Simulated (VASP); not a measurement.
A convergence study with VASP on Au (fcc): a few settings are varied, all else stays as given below, so the limit is that of these other settings. The cell's lengths are 1 % over those of the tabulated start, so it is off equilibrium.

```
CELL_PARAMETERS angstrom
      0.00000     2.06040     2.06040
      2.06040     0.00000     2.06040
      2.06040     2.06040     0.00000
ATOMIC_POSITIONS crystal
  Au 0.00000 0.00000 0.00000
```

Level of theory: PBE GGA, VASP's PBE PAW potentials (set 64) (plane waves; VASP). The last row used: 550 eV cut-off, 13×13×13 Γ-centred mesh, first-order Methfessel-Paxton smearing of 0.10 eV, potentials Au.

```tsv
setting	E (eV/atom)	pressure (GPa)	electronic steps
ALGO = Normal, EDIFF = 1E-2	-3.2167	2.92	8
ALGO = Normal, EDIFF = 1E-3	-3.2166	3.38	9
ALGO = Normal, EDIFF = 1E-4	-3.2166	3.38	9
ALGO = Normal, EDIFF = 1E-5	-3.2167	3.50	10
ALGO = Normal, EDIFF = 1E-6	-3.2166	3.48	11
ALGO = Normal, EDIFF = 1E-7	-3.2166	3.48	11
ALGO = Normal, EDIFF = 1E-8	-3.2166	3.48	13
ALGO = Normal, EDIFF = 1E-9	-3.2166	3.48	14
ALGO = Fast, EDIFF = 1E-2	-3.2167	0.99	8
ALGO = Fast, EDIFF = 1E-3	-3.2166	4.16	9
ALGO = Fast, EDIFF = 1E-4	-3.2166	4.03	9
ALGO = Fast, EDIFF = 1E-5	-3.2166	3.73	10
ALGO = Fast, EDIFF = 1E-6	-3.2167	3.58	12
ALGO = Fast, EDIFF = 1E-7	-3.2166	3.48	15
ALGO = Fast, EDIFF = 1E-8	-3.2166	3.47	16
ALGO = Fast, EDIFF = 1E-9	-3.2166	3.48	22
ALGO = All, EDIFF = 1E-2	-3.2166	3.78	9
ALGO = All, EDIFF = 1E-3	-3.2166	3.78	9
ALGO = All, EDIFF = 1E-4	-3.2166	3.49	10
ALGO = All, EDIFF = 1E-5	-3.2166	3.46	11
ALGO = All, EDIFF = 1E-6	-3.2166	3.51	12
ALGO = All, EDIFF = 1E-7	-3.2166	3.49	14
ALGO = All, EDIFF = 1E-8	-3.2166	3.49	14
ALGO = All, EDIFF = 1E-9	-3.2166	3.49	16
```

Left out are rungs that failed or repeat a setting and relaxations that didn't move; long series are thinned to 24 rows.

The compound is Au in the fcc structure. The cell was not relaxed at this level.
